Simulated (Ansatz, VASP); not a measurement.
# Si12Sn3Ge113 (Si0.096Ge0.882Sn0.022, diamond-type random alloy) in two plane-wave programs

One calculation is typed for both programs; each brings its own data sets. How far apart do they land? The cell is invented: As first built, before any earlier steps moved the atoms (in the runner's words): 2x2x4 conventional cells of the Ge type (128 atoms: 12 Si, 113 Ge, 3 Sn); Ge/Si/Sn share their sites, the best of 600 random draws by like-pair counts in two shells; start lattice by linear mixing of the end members' cells; atoms moved at random by 0.02 A. It may not be a known or stable phase. The structure shown is the end of the Ansatz relaxation below.

Program: Ansatz 0.2.0. Level of theory: plane waves, with VASP 6.6.1 beside it; single point at PBE. Results are calculated unless marked as measured.

## 1. The starting structure

The cell holds 128 atoms: 12 Si, 113 Ge and 3 Sn. Its edges and angles: a = 11.515 Å, b = 11.513 Å, c = 22.950 Å, α = 90.0°, β = 90.0°, γ = 90.0°. It derives from Ge (Ge type, space group 227), repeated 2×2×4. As first built, before any earlier steps moved the atoms (in the runner's words): 2x2x4 conventional cells of the Ge type (128 atoms: 12 Si, 113 Ge, 3 Sn); Ge/Si/Sn share their sites, the best of 600 random draws by like-pair counts in two shells; start lattice by linear mixing of the end members' cells; atoms moved at random by 0.02 A.

## 2. Ansatz: relaxation, PBE

Ansatz runs on its default PAW (the set named soft_2) files.

This run makes the geometry at which the two programs are then compared.

The input, input.yaml:

```yaml
crystal:
  lattice:
    - [11.30694, 0.0, 0.0]
    - [0.0, 11.30694, 0.0]
    - [0.0, 0.0, 22.61387]
  atoms:
    - { symbol: Si, position: [0.25094, 0.00139, 0.24896] }
    - { symbol: Si, position: [0.37651, 0.37373, 0.68653] }
    - { symbol: Si, position: [0.00199, 0.2506, 0.74973] }
    - { symbol: Si, position: [0.252, 0.75174, 0.12466] }
    - { symbol: Si, position: [0.87422, 0.37562, 0.43854] }
    - { symbol: Si, position: [0.74635, 0.25128, 0.37465] }
    - { symbol: Si, position: [0.74998, 0.99869, 0.49897] }
    - { symbol: Si, position: [0.75047, 0.25042, 0.6256] }
    - { symbol: Si, position: [0.62543, 0.37818, 0.81213] }
    - { symbol: Si, position: [0.87554, 0.87462, 0.18712] }
    - { symbol: Si, position: [0.6284, 0.87602, 0.31111] }
    - { symbol: Si, position: [0.75022, 0.74866, 0.37477] }
    - { symbol: Ge, position: [0.99917, 0.00011, 0.12383] }
    - { symbol: Ge, position: [0.12529, 0.376, 0.06143] }
    - { symbol: Ge, position: [0.00057, 0.24541, 0.99929] }
    - { symbol: Ge, position: [0.12588, 0.12339, 0.18828] }
    - { symbol: Ge, position: [0.25263, 0.00011, 0.00121] }
    - { symbol: Ge, position: [0.37506, 0.37343, 0.18817] }
    - { symbol: Ge, position: [0.24863, 0.25261, 0.12537] }
    - { symbol: Ge, position: [0.37453, 0.12647, 0.0616] }
    - { symbol: Ge, position: [0.99994, 0.99952, 0.37623] }
    - { symbol: Ge, position: [0.12646, 0.37562, 0.31127] }
    - { symbol: Ge, position: [0.00076, 0.24848, 0.24971] }
    - { symbol: Ge, position: [0.12572, 0.12769, 0.43809] }
    - { symbol: Ge, position: [0.37501, 0.37664, 0.43872] }
    - { symbol: Ge, position: [0.25004, 0.24828, 0.37462] }
    - { symbol: Ge, position: [0.37229, 0.12434, 0.31218] }
    - { symbol: Ge, position: [0.99832, 0.99951, 0.62608] }
    - { symbol: Ge, position: [0.12288, 0.37549, 0.56265] }
    - { symbol: Ge, position: [0.00032, 0.24833, 0.49863] }
[... 92 atom lines left out ...]
    - { symbol: Ge, position: [0.87736, 0.87577, 0.93727] }
    - { symbol: Ge, position: [0.74797, 0.75354, 0.87446] }
    - { symbol: Ge, position: [0.87309, 0.626, 0.81174] }
    - { symbol: Sn, position: [0.24823, 0.25062, 0.6263] }
    - { symbol: Sn, position: [0.1232, 0.37506, 0.81264] }
    - { symbol: Sn, position: [0.12477, 0.62414, 0.93556] }
kpoints:
  mp_grid: { grid: [2, 2, 1], shift: [0.5, 0.5, 0.0] }
hamiltonian:
  xc: pbe
scf:
  occupations: { method: fermi_dirac, width: 0.01 }
output:
  forces: true
  stress: true
relax:
  f_tol: 0.02
  max_steps: 45
  cell: { stress_tol: 0.1 }
```

Command:

```bash
$ ansatz run input.yaml --threads 32 --pin off --max-ram 143360MiB --backend cuda --events-out ev --progress --plain --runs-dir out
```

Numbers of over 12 decimals in the logs are rounded to 6 here.

Output:

```text
Engine: ansatz 0.2.0, aarch64-unknown-linux-gnu
Pseudopotentials: kind: paw
Pseudopotential: Si, paw, valence charge 4, recommended cutoff 420 eV (normal), Si.paw.azcp
Pseudopotential: Ge, paw, valence charge 14, recommended cutoff 420 eV (normal), Ge.paw.azcp
Pseudopotential: Sn, paw, valence charge 14, recommended cutoff 420 eV (normal), Sn.paw.azcp
device memory: the entry about to start is reckoned to put 27.2 GiB on a device that reports 182.5 GiB free
GPU FFT provider: cuFFT
GPU libraries: cuBLAS 13.8.1, cuFFT 12.4.0, cuSOLVER 12.3.2
GPU matrix products: emulated (plane waves: as basis.precision tells), large ones in fixed point in workspaces of 1.00 GiB
Crystal: 128 atoms, lattice volume = 2891.113 Å³
Basis set: ecut = 420 eV, 56495 PW (Γ), exchange–correlation on 160×160×320 points (8 copies of the dense FFT grid, shifted against one another)
Bands: 1004, of which v1, the nominal top of the filled ones, is band 836 counted from 1 (835 counted from 0)
k-points: 2 of 4 (time reversal used)
GPU buffer pool allocated for 1024000 grid points (all kernels)
GPU transforms: local potential and band sums: pruned to the plane-wave sphere, on 75×75×150
relax step   1: F+E_penalty+E_count = -511029.81448506 eV  Δ(F+E_penalty+E_count) = +0.000e0 eV  max|allowed force component| = 2.136e0 eV/Å  Δτ_max = 0.0000 Å  P = +3.838 GPa  Ω = 2891.113 Å³  (11 SCF iters, dr2 threshold 1.00e-7 eV, accepted)
[...]
relax step   2: F+E_penalty+E_count = -511034.03602320 eV  Δ(F+E_penalty+E_count) = -4.222e0 eV  max|allowed force component| = 2.715e-1 eV/Å  Δτ_max = 0.1948 Å  P = +0.365 GPa  Ω = 3024.894 Å³  energy of the carried Pulay correction = -2.183e-2 eV  (10 SCF iters, dr2 threshold 1.28e-5 eV, accepted)
[...]
relax step   3: F+E_penalty+E_count = -511034.17247154 eV  Δ(F+E_penalty+E_count) = -1.364e-1 eV  max|allowed force component| = 5.206e-2 eV/Å  Δτ_max = 0.0486 Å  P = -0.058 GPa  Ω = 3045.870 Å³  energy of the carried Pulay correction = -2.516e-2 eV  (8 SCF iters, dr2 threshold 4.61e-6 eV, accepted)
[...]
relax step   4: F+E_penalty+E_count = -511034.17703644 eV  Δ(F+E_penalty+E_count) = -4.565e-3 eV  max|allowed force component| = 8.276e-3 eV/Å  Δτ_max = 0.0103 Å  P = +0.004 GPa  Ω = 3042.664 Å³  energy of the carried Pulay correction = -2.466e-2 eV  (9 SCF iters, dr2 threshold 1.69e-7 eV, accepted)
[...]
relax step   5: F+E_penalty+E_count = -511034.20324701 eV  Δ(F+E_penalty+E_count) = -2.621e-2 eV  max|allowed force component| = 8.206e-3 eV/Å  Δτ_max = 0.0000 Å  P = +0.010 GPa  Ω = 3042.664 Å³  stress off target by 1.92e-2 GPa  SCF on the basis re-selected at this cell (its energy is not comparable with the rows above)  (11 SCF iters)
basis re-selected at this cell: Δ(F+E_penalty+E_count) = -2.621e-2 eV, ΔP = +0.006 GPa vs the last step (what re-selecting the basis moved, of the pressure what is left beyond the Pulay correction that the steps carried, after the strain that the cell walked since its last selection, with what the two solves' SCF thresholds leave and, on support functions, any second-order correction that the steps lacked; it is no m [...]
SCF converged after 11 iterations
Free energy (F): -511034.203247 eV
Internal energy: -511034.203247 eV  (E = F + TS)
E sigma→0 (E₀):  -511034.203247 eV
Fermi energy:    8.023689 eV
--- Forces (eV/Å), atoms counted from 1 ---
  max |Σ_I F_I| component: 7.14e-6 eV/Å
--- Stress (GPa, compression-positive) ---
        0.008503      -0.005016      -0.005598
       -0.005016       0.007976       0.002657
       -0.005598       0.002657       0.013160
  P = ⅓ Tr σ = 0.0099 GPa (0.099 kbar)
--- Band table (eV) ---
--- Relaxed structure (4 steps of the walk, 4 accepted, 1 SCFs on fresh bases) ---
  F+E_penalty+E_count = -511034.20324701 eV   max|allowed force component| = 8.206e-3 eV/Å   (the final SCF, on the basis selected at the relaxed cell)
  cell:  # Å, volume = 3042.6644 Å³
    - [11.515458, 0.00200621, 0.00193591]
    - [0.00200621, 11.513028, 0.000290836]
    - [0.00387183, 0.000581672, 22.950032]
  atoms:
    [... one line an atom ...]
```

## 3. VASP: single point, PBE

The same cell, functional, mesh and smearing now go to VASP, with its own data sets.

Lines of VASP's logs that name or quote its potential files are left out, and so is its time.

The input, INCAR:

```
SYSTEM = Si12Sn3Ge113
PREC = Accurate
ENCUT = 410
EDIFF = 1E-06
NELM = 120
ISMEAR = -1
SIGMA = 0.01
LREAL = Auto
ALGO = Normal
GGA = PE
NBANDS = 976
LORBIT = 11
LWAVE = .FALSE.
LCHARG = .FALSE.
ISIF = 2
ISYM = 0
LASPH = .TRUE.
GGA_COMPAT = .FALSE.
EFERMI = MIDGAP
KPAR = 2
NCORE = 2
```

The input, POSCAR:

```
Si12Sn3Ge113
1.0
   11.5154580000      0.0020060000      0.0019360000
    0.0020060000     11.5130280000      0.0002910000
    0.0038720000      0.0005820000     22.9500320000
Si Ge Sn
12 113 3
Direct
    0.2502900000      0.9987700000      0.2505300000
    0.3847600000      0.3821200000      0.6890300000
    0.9902700000      0.2414500000      0.7458000000
    0.2504500000      0.7500800000      0.1271100000
    0.8715500000      0.3724700000      0.4348200000
    0.7524100000      0.2507000000      0.3752900000
    0.7499200000      0.0003500000      0.4984200000
    0.7489100000      0.2488800000      0.6227300000
    0.6257800000      0.3754700000      0.8124200000
    0.8741900000      0.8756500000      0.1891900000
    0.6276700000      0.8723600000      0.3133100000
    0.7476500000      0.7528500000      0.3739600000
    0.9985900000      0.9986700000      0.1288200000
    0.1257400000      0.3719400000      0.0645100000
    0.0002500000      0.2493000000      0.0006500000
    0.1267700000      0.1220600000      0.1907000000
    0.2494100000      0.9977900000      0.0022100000
    0.3753600000      0.3744000000      0.1887400000
    0.2499000000      0.2471600000      0.1271800000
    0.3751800000      0.1246800000      0.0634300000
    0.9987100000      0.0001300000      0.3747700000
    0.1241700000      0.3761900000      0.3129700000
    0.0003900000      0.2496600000      0.2511300000
    0.1236600000      0.1259500000      0.4367800000
    0.3759000000      0.3739600000      0.4368400000
    0.2505300000      0.2489700000      0.3741400000
    0.3744500000      0.1205800000      0.3114900000
    0.9968200000      0.9978000000      0.6225000000
    0.1174200000      0.3810800000      0.5578900000
    0.9937000000      0.2516800000      0.4970300000
[... 92 atom lines left out ...]
    0.8740100000      0.8775100000      0.9380700000
    0.7493100000      0.7510700000      0.8750500000
    0.8701000000      0.6252300000      0.8108200000
    0.2514000000      0.2531600000      0.6250100000
    0.1235400000      0.3701100000      0.8093000000
    0.1252300000      0.6252700000      0.9389300000
```

The input, KPOINTS:

```
Points of the shifted mesh
4
Reciprocal
 0.2500000000  0.2500000000  0.0000000000 1
 0.2500000000  0.7500000000  0.0000000000 1
 0.7500000000  0.2500000000  0.0000000000 1
 0.7500000000  0.7500000000  0.0000000000 1
```

PAW data sets: Si, Ge_d and Sn_d (PBE family, release 64).

Command:

```bash
$ mpirun -np 16 vasp_std
```

Output:

```text
[banner, memory and clock lines left out]
running   16 mpi-ranks, on    1 nodes
[...]
LDA part: xc-table for (Slater+PW92), standard interpolation
 POSCAR, INCAR and KPOINTS ok, starting setup
[...]
entering main loop
       N       E                     dE             d eps       ncg     rms          rms(c)
DAV:   1     0.283698715295E+05    0.28370E+05   -0.55260E+05  8128   0.400E+03
DAV:   2     0.603463762289E+04   -0.22335E+05   -0.21748E+05  7808   0.962E+02
DAV:   3     0.428029355410E+03   -0.56066E+04   -0.53383E+04  7896   0.281E+02
DAV:   4    -0.516414164351E+03   -0.94444E+03   -0.88664E+03  8760   0.113E+02
[...]
DAV:  16    -0.585946293158E+03   -0.43506E-05   -0.30861E-05  8256   0.371E-02    0.359E-03
DAV:  17    -0.585946303006E+03   -0.98483E-05   -0.88010E-05  7416   0.308E-02    0.468E-03
DAV:  18    -0.585946303513E+03   -0.50687E-06   -0.90987E-06  6680   0.140E-02
   1 F= -.58594630E+03 E0= -.58594630E+03  d E =-.308075E-15
```

OUTCAR, selected parts (step 3):

```text
  FREE ENERGIE OF THE ION-ELECTRON SYSTEM (eV)
  ---------------------------------------------------
  free  energy   TOTEN  =      -585.9463035130 eV

  energy  without entropy=     -585.9463035130  energy(sigma->0) =     -585.94630351
```

The gap is read on the k-mesh alone, so it is an upper bound where the band edges lie off the mesh.

## 4. Comparison

Known differences besides the potentials themselves: the cutoff is 420 eV in Ansatz and 410 eV in VASP (PREC = Accurate, projectors in real space). Total energies have different zeros and are not compared.

Compared:

| quantity | Ansatz | VASP | difference |
| --- | --- | --- | --- |
| gap on the k mesh (eV) | 0.715 | 0.718 | -0.003 |

A gap on the mesh is an upper bound, since the band edges may lie between its points.

## 5. Results

- difference in gap on the k mesh (single point, PBE): -0.0026 eV

What this shows: The difference in gap on the k mesh is -0.0026 eV (single point, PBE), within the 0.08 eV picked in this series as the mark of a large difference. Such differences can come from data sets, numerical settings and the points named under the comparisons, not from the functional's error against experiment.

[Lines on the potential files, build, host, timing and source positions are cut from VASP's logs without a mark.]

[Logs are printed without paths, hosts, clocks, repeated set-up lines and the standing remarks that a program may print on its own settings, such as how far it seeks lower states.]

[Hosts, paths, dates, database ids (printed as entryN), source tags and the programs' standing remarks are cut or masked in the printed files.]
